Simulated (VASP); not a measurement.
These are PBE GGA, VASP's PBE PAW potentials (set 64) (plane waves; VASP) values and carry that method's errors.

VASP ran on this input.

INCAR:
```
SYSTEM  =  Pd
PREC  =  Accurate; ENCUT  =  480; LREAL  =  .FALSE.
LASPH  =  .TRUE.
EDIFF  =  1E-7; NELM  =  100; ALGO  =  Normal
LMAXMIX  =  4
ISMEAR  =  1; SIGMA  =  0.1
GGA  =  PE
IBRION  =  2; NSW  =  40; ISIF  =  3
EDIFFG  =  -0.01; PSTRESS  =  100
LWAVE  =  .FALSE.; LCHARG  =  .FALSE.
```

File POSCAR:
```
Pd
1
    0.0000000000     1.9690748081     1.9690748081
    1.9690748081     0.0000000000     1.9690748081
    1.9690748081     1.9690748081     0.0000000000
Pd
1
Direct
  0.0000000000   0.0000000000   0.0000000000
```

File KPOINTS:
```
Automatic mesh
0
Gamma
14 14 14
0 0 0
```

POTCAR, in this order: Pd (PBE.64 set). Program: vasp_std.

Energy and stress use the plane-wave basis of the starting cell.

Problem. Estimate the energy per atom (σ→0), volume per atom, band gap (on the k-mesh).

Solution. 
```yaml
energy per atom (σ→0): -5.183 eV/atom
band gap (on the k-mesh): none (metal, semimetal or under 0.01 eV)
volume_per_atom: 14.54 Å^3/atom
```

OSZICAR:
```
...
   3 F= -.42759311E+01 E0= -.42753727E+01  d E =-.226180E-01
       N       E                     dE             d eps       ncg     rms          rms(c)
DAV:   1    -0.518379993826E+01    0.82431E-03   -0.29707E-03  1899   0.620E-01    0.861E-02
DAV:   2    -0.518364155743E+01    0.15838E-03   -0.78528E-04  1890   0.260E-01    0.219E-02
DAV:   3    -0.518364286015E+01   -0.13027E-05   -0.23441E-06  2079   0.133E-02    0.133E-02
DAV:   4    -0.518364467443E+01   -0.18143E-05   -0.17925E-06  2126   0.118E-02    0.894E-04
DAV:   5    -0.518364464403E+01    0.30399E-07   -0.12613E-08  1190   0.107E-03
   4 F= -.42759466E+01 E0= -.42753890E+01  d E =-.226334E-01
```

The compound is Pd in the fcc structure. This run relaxes it under an external pressure of 10 GPa. Symmetry was kept, so distortions that lower it aren't found.
